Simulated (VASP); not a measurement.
Input:

```
CELL_PARAMETERS angstrom
      1.54543     0.89226     4.87949
     -1.54543     0.89226     4.87949
      0.00000    -1.78451     4.87949
ATOMIC_POSITIONS crystal
  Hf 0.99985 0.99985 0.99985
  O  0.74506 0.74506 0.74506
  O  0.58839 0.58839 0.58839
```

Calculation: r2SCAN meta-GGA, VASP's PBE PAW potentials (set 64) (plane waves; VASP). Run with 520 eV cut-off, 9×9×9 Γ-centred mesh, tetrahedra with Blöchl corrections, potentials Hf_pv O.

The cores are frozen, which limits the accuracy of field gradients.

**Question.** Give the principal components of the electric field gradient (V/Å²) and the asymmetry η at each nucleus.

**Answer.** 
```tsv
atom	Vxx	Vyy	Vzz	η
Hf1	45.2	45.2	-90.4	0.00
O2	33.2	33.2	-66.5	0.00
O3	34.1	34.1	-68.1	0.00
```

The structure was generated: HfO2 was put into the 3R-MoS2 type (R3m), which need not be its known phase. It was relaxed first, which changed the volume by +28 %.
